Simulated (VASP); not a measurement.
Energy against volume of SrVO₃ (cubic perovskite). Computed with optB88-vdW, VASP's PBE PAW potentials (set 64) (plane waves; VASP). Numerical set-up: 520 eV cut-off, 8×8×8 Γ-centred mesh, first-order Methfessel-Paxton smearing of 0.10 eV, potentials Sr_sv V_sv O.

| V (Å³/atom) | E (eV/atom) |
|---|---|
| 11.060 | -5.96281 |
| 11.402 | -5.97005 |
| 11.744 | -5.96497 |
| 12.086 | -5.94939 |

Q: Fit these four points and predict the energy of the run at 10.718 Å³/atom.

A: A cubic in V^(−2/3), the third-order Birch-Murnaghan form, passes through the four points with V0 = 11.42 Å³/atom and B0 = 190 GPa, and gives -5.9411 eV/atom there. The run gave -5.9410 eV/atom, +0.1 meV/atom from the fit; all five points give B0 = 191 GPa.

The compound is SrVO3 in the cubic perovskite structure. It was relaxed first. The run is not spin-polarised, so no magnetic state was tried.
